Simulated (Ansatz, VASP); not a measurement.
## Cross-check of SnSe (puckered SnSe monolayer) between VASP and Ansatz

One calculation is typed for both programs; each brings its own data sets. How far apart do they land? The structure shown is the start of the Ansatz relaxation below; VASP solves that cell, so the two are compared at the walk's first step.

Method: plane waves, with VASP 6.6.1 beside it; single point at PBE with D3(BJ), in Ansatz 0.2.0.

## 1. The structure

The cell holds 4 atoms: 2 Sn and 2 Se. Its edges and angles: a = 4.400 Å, b = 4.290 Å, c = 29.387 Å, α = 90.0°, β = 90.0°, γ = 90.0°. Vacuum lies along c. The height across the vacuum is the one that the program set for its solve, not the one typed.

## 2. Ansatz: relaxation, PBE with D3(BJ)

Ansatz runs on its default PAW (the set named soft_2) files.

The two programs are compared at the cell with which this relaxation starts, whose forces are those of its first step.

Input file input.yaml:

```yaml
crystal:
  lattice:
    - [4.4, 0.0, 0.0]
    - [0.0, 4.29, 0.0]
    - [0.0, 0.0, 20.7936]
  atoms:
    - { symbol: Sn, position: [0.06, 0.0, 0.4328254848] }
    - { symbol: Se, position: [0.44, 0.5, 0.4376346568] }
    - { symbol: Se, position: [0.94, 0.0, 0.5623653432] }
    - { symbol: Sn, position: [0.56, 0.5, 0.5671745152] }
  periodic: [true, true, false]
kpoints:
  mp_grid: { grid: [8, 8, 1] }
hamiltonian:
  xc: pbe
  dispersion: d3bj
scf:
  occupations: { method: fermi_dirac, width: 0.05 }
  convergence: { dr2_threshold: 1.0e-09 }
relax:
  f_tol: 0.004
  max_steps: 90
  cell: {}
output:
  write_potential: true
  write_density: true
  volumetric_format: npy
```

Launch:

```bash
$ ansatz run input.yaml --threads 4 --pin off --max-ram 6144MiB --backend cpu --events-out ev --progress --plain --runs-dir out
```

Numbers of over 12 decimals in the logs are rounded to 6 here.

The log of the run:

```text
Warning: crystal.periodic: the lattice vector that does not repeat stood 0.000° off the slab's normal, 20.794 Å along it as the deck builds it. The run solves the slab on a vector along the normal, 29.387 Å long, with every atom where it was (on the deck's vector they left 18.00 Å outside them, and the widest stretch free of ions among them is 2.59 Å). A fractional position that the run reports is one of the run's ce [...]
Warning: relax.cell: scf.convergence.dr2_threshold = 1e-9 eV is looser than the 2.4438494891e-10 eV advised for a relaxation that steers and ends on the stress (1e-10 eV for each atom of the cell: 4, times the square of relax.cell.stress_2d_tol = 0.05 N/m over 12.8 Å (the atoms' height at the walk's start and 5 Å past either face), 3.908e-2 GPa, over a crystal's default 0.05). What an SCF threshold leaves in a stress goes as its square root, and in the free energy as the threshold itself, and one threshold admits the most on a small cell: [figures from the program's tests cut] Set scf.convergence.dr2_threshold to 2.4438494891e-10 eV or tighter. [rest of the remark cut]
crystal.periodic: the lattice vector that does not repeat stood 0.000° off the slab's normal, 20.794 Å along it as the deck builds it. The run solves the slab on a vector along the normal, 29.387 Å long, with every atom where it was (on the deck's vector they left 18.00 Å outside them, and the widest stretch free of ions among them is 2.59 Å). A fractional position that the run reports is one of the run's cell, which [...]
Engine: ansatz 0.2.0, aarch64-unknown-linux-gnu
Pseudopotentials: kind: paw
Pseudopotential: Sn, paw, valence charge 14, recommended cutoff 420 eV (normal), Sn.paw.azcp
Pseudopotential: Se, paw, valence charge 16, recommended cutoff 420 eV (normal), Se.paw.azcp
Functional definition: PBE
  parameter kappa = 0.804
  parameter beta = 0.066725
  exchange = pbe_x(kappa = kappa, mu = beta*pi^2/3)
  correlation = pbe_c(beta = beta)
Crystal: 4 atoms, lattice volume = 554.713 Å³
Basis set: ecut = 420 eV, 10875 PW (Γ), exchange–correlation on 60×60×400 points (8 copies of the dense FFT grid, shifted against one another)
Bands: 36, of which v1, the nominal top of the filled ones, is band 30 counted from 1 (29 counted from 0)
Symmetry: 4 space group operations
Space group: Pmn21 (ITA 31), of the structure as read, at distance tolerance 8.2e-5 Å
[...]
Basis set: ecut = 420 eV, 11111 PW (Γ), exchange–correlation on 64×60×400 points (8 copies of the dense FFT grid, shifted against one another)
Initial wavefunctions: pseudopotential atomic-orbital guess (no wavefunctions were taken with the density)
iter 1 solved again at ethr=8.77e-7 eV; its pass at ethr=3.10e-3 eV (dr2=5.26e-4 eV) is discarded
SCF iter   1: F=—  HF=-22989.087328 eV  |F-HF|=—  |Δ(HF+E_count)|=         —  Δρ=1.67e-4  dr2=3.77e-6  ethr=8.77e-7  ⟨swp⟩=5.9  Hψ=8071  notcnv=0
preconditioner: auto → Resta (q_TF=auto, 1.877 Å⁻¹)  ε∞=1.7  [insulator: Δε(μ)=1.237 eV  Ē_g=8.234 eV  σ=0.050 eV  W_gap=1.00  n_scr=60 (ndim 8)  ℏωp=7.0 eV  f_vac=0.763  D(μ)=0.00/eV (n_scr^D=0)  ε∞_Penn≈1.7  vacuum switching on, ρ_ref=4.9e-3 e/Å³]
SCF iter   2: F=—  HF=-22989.093718 eV  |F-HF|=—  |Δ(HF+E_count)|=   6.39e-3  Δρ=8.34e-5  dr2=9.23e-7  ethr=6.29e-9  ⟨swp⟩=4.3  Hψ=1987  notcnv=0
SCF iter   3: F=—  HF=-22989.096965 eV  |F-HF|=—  |Δ(HF+E_count)|=   3.25e-3  Δρ=1.24e-5  dr2=1.60e-7  ethr=1.54e-9  ⟨swp⟩=3.1  Hψ=1384  notcnv=0
SCF iter   4: F=—  HF=-22989.097134 eV  |F-HF|=—  |Δ(HF+E_count)|=   1.69e-4  Δρ=2.39e-6  dr2=8.31e-9  ethr=2.66e-10  ⟨swp⟩=3.4  Hψ=1653  notcnv=0
iter 5 met the thresholds in force, and the SCF goes on: an eigenvalue changes by 2.34 meV, over its tolerance of 1.11 meV (output.eigenvalues, Limitations)
SCF iter   5: F=-22989.097149 eV  HF=-22989.097148 eV  |F-HF|=7.39e-7  |Δ(HF+E_count)|=   1.45e-5  Δρ=4.13e-7  dr2=6.52e-10  ethr=1.67e-12  ⟨swp⟩=14.1  Hψ=7741  notcnv=0
SCF iter   6: F=-22989.097149 eV  HF=-22989.097149 eV  |F-HF|=5.17e-8  |Δ(HF+E_count)|=   6.87e-7  Δρ=1.30e-7  dr2=1.58e-10  ethr=1.09e-12  ⟨swp⟩=7.7  Hψ=5477  notcnv=0
SCF 8 converged in 6 iterations: F = -22989.097149 eV  dr2 = 1.58e-10
relax step   8: F+E_penalty+E_count = -22989.09714889 eV  Δ(F+E_penalty+E_count) = -3.106e-4 eV  max|allowed force component| = 1.071e-3 eV/Å  Δτ_max = 0.0000 Å  P = -0.000 N/m  Ω = 565.009 Å³  fix = [c, alpha, beta]  reactions: c -0.000 N/m  stress off target by 1.47e-3 N/m on what of the cell is left free  SCF on the basis re-selected at this cell (its energy is not comparable with the rows above)  (6 SCF iters)
basis re-selected at this cell: Δ(F+E_penalty+E_count) = -3.106e-4 eV, ΔP = -0.002 N/m vs the last step (what re-selecting the basis moved, of the pressure what is left beyond the Pulay correction that the steps carried, after the strain that the cell walked since its last selection, with what the two solves' SCF thresholds leave and, on support functions, any second-order correction that the steps lacked; it is no measure of the basis error at this ecutwfc). The dense FFT grid was sized anew with the basis: this SCF ran on 32×30×200 points, the steps before it on 30×30×200, so part of this shift can come from that change (see relax.cell in the input reference). [rest of the remark cut]
WARN: The input density's exchange-correlation potential varies sharply where the density is thin. Do not read a vacuum level from v_tot or v_xc, or from such a field of the output density. On a cell that repeats whose density bears no net charge and no dipole along the vacuum's axis use v_es (v_loc + v_h of the components); under efield.dipole_correction with no amplitude use v_es + v_field, which holds any external [...]
SCF converged after 6 iterations
an eigenvalue changed by more than its tolerance at an iteration that met the thresholds in force, so the SCF went on 1 time: the last check found none over its tolerance
Free energy (F): -22989.097149 eV
Harris-Foulkes:  -22989.097149 eV  (|F-HF|=5.17e-8)
Internal energy: -22989.097148 eV  (E = F + TS)
E sigma→0 (E₀):  -22989.097149 eV
Entropy (-TS):   -0.000000 eV (-0.000 meV/atom)
Fermi energy:    -3.904727 eV
--- Per-component energies (eV) ---
  E_band       = -1734.012505
  E_kinetic    = 605.731705
  E_local      = -103525.490275  (includes V_loc(G=0)·N_el)
  E_nonlocal   = -1257.186762
  E_hartree    = 51546.608317
  E_xc         = -973.694620
  E_vxc        = -387.659944  (∫ρ·V_xc dr)
  E_paw        = -12089.034337  (= ΣΔE_a)
  E_vpaw       = -262.623153  (= ΣTr[D̂ρ^β])
  E_aug_tail   = -0.001170  (compensation charges beyond the density's cutoff)
  E_ewald      = 42704.917677
  E_disp       = -0.947682  (pairwise vdW)
  E_smearing   = -0.000000  (= −TS)
  E_closure    = 0.000000  (closes the sum)
  Σ components = -22989.097149   (vs F -22989.097149, Δ=0.00e0)
--- Forces (eV/Å), atoms counted from 1 ---
  atom   1  Sn    -0.00022973     0.00000000     0.00031892
  atom   2  Se     0.00022913     0.00000000     0.00107077
  atom   3  Se     0.00022913     0.00000000    -0.00107077
  atom   4  Sn    -0.00022973     0.00000000    -0.00031892
  max |Σ_I F_I| component: 1.21e-6 eV/Å
--- 2D stress c σ (N/m, compression-positive) ---
        0.000619      -0.000000      -0.000000
       -0.000000      -0.001475       0.000000
       -0.000000       0.000000      -0.000000
  P = ½ c Tr σ = -0.0004 N/m
--- Band table (eV; the first three rows and the last of 25) ---
  k-point 0: bands = [... 26 lower, -7.3021, -6.1141, -6.1111, -4.8105, -2.9566, -1.3312, -0.8989, -0.5845, ... 2 higher]
  k-point 1: bands = [... 26 lower, -7.1615, -6.1430, -5.8137, -4.8814, -2.8742, -1.2796, -1.0579, -1.0004, ... 2 higher]
  k-point 2: bands = [... 26 lower, -6.8286, -6.0430, -5.3098, -5.1092, -2.6005, -2.4144, -1.6935, -1.1736, ... 2 higher]
  k-point 24: bands = [... 26 lower, -7.5918, -7.5918, -6.0032, -6.0032, -1.2344, -1.2344, 0.1220, 0.1220, ... 2 higher]
  the weakly bound empty levels are not read free of the cell's end (no_gap_told)
--- Relaxed structure (7 steps of the walk, 7 accepted, 1 SCFs on fresh bases) ---
  F+E_penalty+E_count = -22989.09714889 eV   max|allowed force component| = 1.071e-3 eV/Å   (the final SCF, on the basis selected at the relaxed cell)
  cell:  # Å, volume = 565.0092 Å³
    - [4.509616, -4.5713986952389265e-18, 0]
    - [-4.457113727857953e-18, 4.263416, 0]
    - [0, 0, 29.387200]
  atoms:
    - { symbol: Sn, position: [0.038436, 1.2277498261411254e-18, 0.305024] }
    - { symbol: Se, position: [0.461564, 0.5, 0.310561] }
    - { symbol: Se, position: [0.961564, -1.2277498261411288e-18, 0.397012] }
    - { symbol: Sn, position: [0.538436, 0.5, 0.402549] }
```

## 3. VASP: single point, PBE with D3(BJ), start cell

The same cell, functional, mesh and smearing now go to VASP, with its own data sets.

Lines of VASP's logs that name or quote its potential files are left out, and so is its time.

Input file INCAR:

```
SYSTEM = SnSe
PREC = Accurate
ENCUT = 400
EDIFF = 1E-06
NELM = 120
ISMEAR = -1
SIGMA = 0.05
LREAL = .FALSE.
ALGO = Normal
GGA = PE
IVDW = 12
NBANDS = 26
LORBIT = 11
LWAVE = .FALSE.
LCHARG = .FALSE.
ISIF = 2
LDIPOL = .TRUE.
IDIPOL = 3
DIPOL = 0.5 0.5 0.354
LVHAR = .TRUE.
LASPH = .TRUE.
GGA_COMPAT = .FALSE.
EFERMI = MIDGAP
NELMDL = -8
KPAR = 2
```

Input file POSCAR:

```
SnSe
1.0
    4.4000000000      0.0000000000      0.0000000000
    0.0000000000      4.2900000000      0.0000000000
    0.0000000000      0.0000000000     29.3872000000
Sn Se
2 2
Direct
    0.0600000000      0.0000000000      0.3062557848
    0.5600000000      0.5000000000      0.4013175804
    0.4400000000      0.5000000000      0.3096586269
    0.9400000000      0.0000000000      0.3979147384
```

Input file KPOINTS:

```
Automatic mesh
0
Gamma
8 8 1
0 0 0
```

The projector-augmented-wave data sets are Sn_d and Se (PBE family, release 64).

Launch:

```bash
$ mpirun -np 2 vasp_std
```

The log of the run:

```text
[banner, memory and clock lines left out]
running    2 mpi-ranks, on    1 nodes
 distrk:  each k-point on    1 cores,    2 groups
 distr:  one band on    1 cores,    1 groups

 POSCAR found type information on POSCAR SnSe
 POSCAR found :  2 types and       4 ions
 LDA part: xc-table for (Slater+PW92), standard interpolation
 POSCAR, INCAR and KPOINTS ok, starting setup
 FFT: planning ... GRIDC
 FFT: planning ... GRID_SOFT
 FFT: planning ... GRID
 WAVECAR not read
 entering main loop
       N       E                     dE             d eps       ncg     rms          rms(c)
DAV:   1     0.246149116084E+03    0.24615E+03   -0.15349E+04  1708   0.975E+02
DAV:   2     0.138590623918E+02   -0.23229E+03   -0.22940E+03  1560   0.245E+02
DAV:   3    -0.155249711666E+02   -0.29384E+02   -0.29249E+02  1636   0.100E+02
DAV:   4    -0.165292217736E+02   -0.10043E+01   -0.99966E+00  1526   0.222E+01
DAV:   5    -0.165600042412E+02   -0.30782E-01   -0.30747E-01  1700   0.390E+00
DAV:   6    -0.165614805912E+02   -0.14764E-02   -0.14763E-02  1838   0.782E-01
DAV:   7    -0.165615121514E+02   -0.31560E-04   -0.31560E-04  1894   0.107E-01
DAV:   8    -0.165615130558E+02   -0.90437E-06   -0.90409E-06  1794   0.168E-02    0.487E+00
DAV:   9    -0.161192684718E+02    0.44224E+00   -0.10824E+00  1728   0.534E+00    0.307E+00
DAV:  10    -0.160983175816E+02    0.20951E-01   -0.37281E-01  1654   0.246E+00    0.104E+00
DAV:  11    -0.160895514665E+02    0.87661E-02   -0.50350E-02  1646   0.138E+00    0.270E-01
DAV:  12    -0.160871444753E+02    0.24070E-02   -0.64723E-03  1648   0.485E-01    0.964E-02
DAV:  13    -0.160865572894E+02    0.58719E-03   -0.57589E-04  1684   0.130E-01    0.589E-02
DAV:  14    -0.160858551459E+02    0.70214E-03   -0.13374E-03  1816   0.130E-01    0.452E-02
[...]
DAV:  19    -0.160867186102E+02   -0.77158E-04   -0.23839E-06  1350   0.815E-03    0.225E-03
DAV:  20    -0.160868068616E+02   -0.88251E-04   -0.86072E-06  1228   0.699E-03    0.313E-03
DAV:  21    -0.160868339827E+02   -0.27121E-04   -0.80788E-07  1152   0.506E-03    0.100E-03
DAV:  22    -0.160868625556E+02   -0.28573E-04   -0.12867E-06  1176   0.311E-03    0.145E-03
DAV:  23    -0.160868744082E+02   -0.11853E-04   -0.44279E-07  1182   0.245E-03    0.667E-04
DAV:  24    -0.160868812378E+02   -0.68296E-05   -0.22776E-07  1150   0.141E-03    0.235E-04
DAV:  25    -0.160868836287E+02   -0.23908E-05   -0.47976E-08  1162   0.810E-04    0.302E-04
DAV:  26    -0.160868845709E+02   -0.94227E-06   -0.14191E-08  1056   0.623E-04
   1 F= -.17040025E+02 E0= -.17040025E+02  d E =-.246196E-06
```

From OUTCAR (step 3):

```text
ion  position               nearest neighbor table
   1  0.060  0.000  0.306-   3 2.72   3 2.72   4 2.74
   2  0.560  0.500  0.401-   4 2.72   4 2.72   3 2.74
   3  0.440  0.500  0.310-   1 2.72   1 2.72   2 2.74
   4  0.940  0.000  0.398-   2 2.72   2 2.72   1 2.74

  LATTYP: Found a simple orthorhombic cell.
 ALAT       =     4.2900000000
 B/A-ratio  =     1.0256410256
 C/A-ratio  =     6.8501631702

 Subroutine GETGRP returns: Found  4 space group operations
 (whereof  2 operations were pure point group operations)

The static configuration has the point symmetry C_1h.
 The point group associated with its full space group is C_2v.

 Found     25 irreducible k-points:

   k-points           NKPTS =     25   k-points in BZ     NKDIM =     25   number of bands    NBANDS=     26

   dimension x,y,z NGX =    30 NGY =   28 NGZ =  192
   dimension x,y,z NGXF=    60 NGYF=   56 NGZF=  384

   ENCUT  =  400.0 eV  29.40 Ry    5.42 a.u.   7.18  7.00 47.92*2*pi/ulx,y,z

   NELECT =      40.0000    total number of electrons

 k-points in reciprocal lattice and weights: Automatic mesh
   0.00000000  0.00000000  0.00000000       0.016
   0.12500000  0.00000000  0.00000000       0.031
   0.25000000  0.00000000  0.00000000       0.031
   0.37500000  0.00000000  0.00000000       0.031
   0.50000000  0.00000000  0.00000000       0.016
   0.00000000  0.12500000  0.00000000       0.031
   0.12500000  0.12500000  0.00000000       0.062
   0.25000000  0.12500000  0.00000000       0.062
   0.37500000  0.12500000  0.00000000       0.062
[...]
0.37500000  0.50000000  0.00000000       0.031
   0.50000000  0.50000000  0.00000000       0.016

 dipolmoment           0.000000      0.000000      0.000009 electrons x Angstroem

 average (electrostatic) potential at core
       1-109.3621       2-109.3620       3 -60.5943       4 -60.5942

 E-fermi :  -2.1024

 k-point     1 :       0.0000    0.0000    0.0000
  band No.  band energies     occupation
    ...
     16      -5.9580      2.00000
     17      -5.3461      2.00000
     18      -4.8267      2.00000
     19      -4.0860      2.00000
     20      -2.9735      2.00000
     21      -1.0502      0.00000
     22      -0.2005      0.00000
     23       0.5712      0.00000
     24       1.3334      0.00000
     25       1.8743      0.00000
    ...

 k-point     2 :       0.1250    0.0000    0.0000
  band No.  band energies     occupation
    ...
     16      -5.8677      2.00000
     17      -5.1865      2.00000
     18      -4.7857      2.00000
     19      -3.8212      2.00000
     20      -3.0816      2.00000
     21      -0.9684      0.00000
     22      -0.0524      0.00000
     23       0.1785      0.00000
     24       1.4235      0.00000
     25       1.4341      0.00000
    ...

 k-point     3 :       0.2500    0.0000    0.0000
  band No.  band energies     occupation
    ...
     16      -5.6133      2.00000
     17      -4.8248      2.00000
     18      -4.7046      2.00000
     19      -3.3642      2.00000
     20      -3.2419      2.00000
     21      -0.7071      0.00000
     22      -0.7070      0.00000
     23       0.0255      0.00000
     24       0.6339      0.00000
     25       1.5892      0.00000
    ...

 Edisp (eV)   -0.95314

  Total       2.87062     2.37348     0.68269     0.00000     0.00000     0.00000
  in kB       8.29122     6.85531     1.97182     0.00000     0.00000     0.00000
  external pressure =        5.71 kB  Pullay stress =        0.00 kB

  energy-cutoff  :      400.00
  volume of cell :      554.71
      direct lattice vectors                 reciprocal lattice vectors
     4.400000000  0.000000000  0.000000000     0.227272727  0.000000000  0.000000000
     0.000000000  4.290000000  0.000000000     0.000000000  0.233100233  0.000000000
     0.000000000  0.000000000 29.387200000     0.000000000  0.000000000  0.034028421

 POSITION                                       TOTAL-FORCE (eV/Angst)
 -----------------------------------------------------------------------------------
      0.26400      0.00000      9.00000        -0.714959      0.000000     -0.260908
      2.46400      2.14500     11.79360        -0.714959      0.000000      0.260908
      1.93600      2.14500      9.10000         0.714959      0.000000      0.002939
      4.13600      0.00000     11.69360         0.714959      0.000000     -0.002939
 -----------------------------------------------------------------------------------
    total drift:                               -0.001854      0.000000      0.000247

  FREE ENERGIE OF THE ION-ELECTRON SYSTEM (eV)
  ---------------------------------------------------
  free  energy   TOTEN  =       -17.0400251863 eV

  energy  without entropy=      -17.0400249401  energy(sigma->0) =      -17.04002506

 vacuum level on the upper side and lower side of the slab         1.895         1.895

 total charge
# of ion       s       p       d       tot
------------------------------------------
    1        1.355   0.779   9.991  12.126
    2        1.355   0.779   9.991  12.126
    3        1.472   2.342   0.025   3.839
    4        1.472   2.342   0.025   3.839
--------------------------------------------------
tot          5.654   6.243  20.032  31.929

[... 3 further parts left out ...]
```

## 4. Differences

Known differences besides the potentials themselves: Ansatz cuts the interaction across the vacuum, VASP repeats the sheet with a dipole correction; the data sets hold 60 valence electrons in Ansatz (on its default PAW (the set named soft_2) files) and 40 in VASP; the cutoff is 420 eV in Ansatz and 400 eV in VASP. Total energies have different zeros and are not compared.

Forces (eV/Å; atoms numbered as in POSCAR):

```
atom         Ansatz x, y, z           VASP x, y, z
 Sn1  -0.702, 0.000, -0.249  -0.715, 0.000, -0.261
 Sn2   -0.702, 0.000, 0.249   -0.715, 0.000, 0.261
 Se3    0.702, 0.000, 0.014    0.715, 0.000, 0.003
 Se4   0.702, 0.000, -0.014   0.715, 0.000, -0.003
```

The forces differ by 10 meV/Å r.m.s., which is 2.4 % of the r.m.s. force of 0.426 eV/Å (both taken over all components). With vacuum in the cell, a pressure given here is an average over mostly empty space and none of the material.

## 5. Summary of results

| Quantity | Value |
| --- | --- |
| r.m.s. force difference (single point, PBE with D3(BJ), start cell) | 2.4 % of the r.m.s. force |

The r.m.s. force difference is 2.4 % of the r.m.s. force (single point, PBE with D3(BJ), start cell), within the 3 % picked in this series as the mark of a large difference. The data sets hold unlike numbers of valence electrons (60 in Ansatz and 40 in VASP), so part of the differences comes from the potentials. 1 further run of this series is not shown here. Such differences can come from data sets, numerical settings and the points named under the comparisons, not from the functional's error against experiment.

[Lines on the potential files, build, host, timing and source positions are cut from VASP's logs without a mark.]

[Logs are printed without paths, hosts, clocks, repeated set-up lines and the standing remarks that a program may print on its own settings, such as how far it seeks lower states.]

[Hosts, paths, dates, database ids (printed as entryN), source tags and the programs' standing remarks are cut or masked in the printed files.]
